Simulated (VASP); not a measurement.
Consider the following.

```xyz
3
Lattice="0.0000 2.7650 2.7650 2.7650 0.0000 2.7650 2.7650 2.7650 0.0000" Properties=species:S:1:pos:R:3 pbc="T T T"
Ge     0.0000     0.0000     0.0000
F      1.3825     1.3825     1.3825
F      4.1475     4.1475     4.1475
```

Calculation: PBEsol GGA, VASP's PBE PAW potentials (set 64) (plane waves; VASP 6.6.1). Settings: 600 eV cut-off, 6×6×6 Γ-centred mesh, Gaussian smearing of 0.050 eV, potentials Ge_d F.

Problem. Give the stress tensor in GPa (positive for a compressed cell).

Solution. 
```
-3.84   0.00   0.00
 0.00  -3.84   0.00
 0.00   0.00  -3.84
```
The pressure is its mean diagonal, -3.84 GPa.

The structure was generated: GeF2 was put into the fluorite type (Fm-3m), which need not be its known phase. This cell was strained or had an atom moved on purpose.
